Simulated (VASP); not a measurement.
Ga2PN, 4 atoms in the cell. Symmetry: P-4m2, No. 115, tetragonal system. Conventional cell: a = 3.531 Å, b = 3.531 Å, c = 4.957 Å, α = 90.00°, β = 90.00°, γ = 90.00°. N (site symmetry -4m2) is surrounded by 4 Ga at 2.04 Å. Ga (site symmetry 2mm) is surrounded by 2 N at 2.04 Å and 2 P at 2.29 Å. Around P (site symmetry -4m2) lie 4 Ga at 2.29 Å. The cell was built by a generator and needn't be a form met in nature.

| Property | Result |
| --- | --- |
| Program | VASP 6.6.1 |
| Task | single point |
| Functional | r2SCAN |
| Potentials or basis | VASP PAW PBE potentials, release 64 (N, Ga_d, P) |
| Cutoff | 520 eV |
| k mesh | 6 × 6 × 4 |
| Occupations | fermi-dirac, width 0.02 eV |
| Spin | no spin polarisation |
| Dipole correction | no |
| Further INCAR settings | ALGO = Normal; EDIFF = 1e-06; NBANDS = 26 |

Potentials or basis: VASP PAW PBE potentials, release 64 (N, Ga_d, P).

Launch:

```sh
$ cat potpaw_PBE.64/N/POTCAR potpaw_PBE.64/Ga_d/POTCAR potpaw_PBE.64/P/POTCAR > POTCAR
$ cp INCAR.step1 INCAR
$ mpirun -np 1 vasp_std > vasp.out
$ cp INCAR.step2 INCAR
$ mpirun -np 1 vasp_std > vasp.out
```

Hardware: 1 thread of Intel(R) Xeon(R) Platinum 8488C (Sapphire Rapids) (shared host).

How long does it take, and how much memory?

It took 110 s on 1 thread of Intel(R) Xeon(R) Platinum 8488C (Sapphire Rapids), on a shared host, peak memory 0.2 GiB. Counts: scf iterations 9, k points 30.
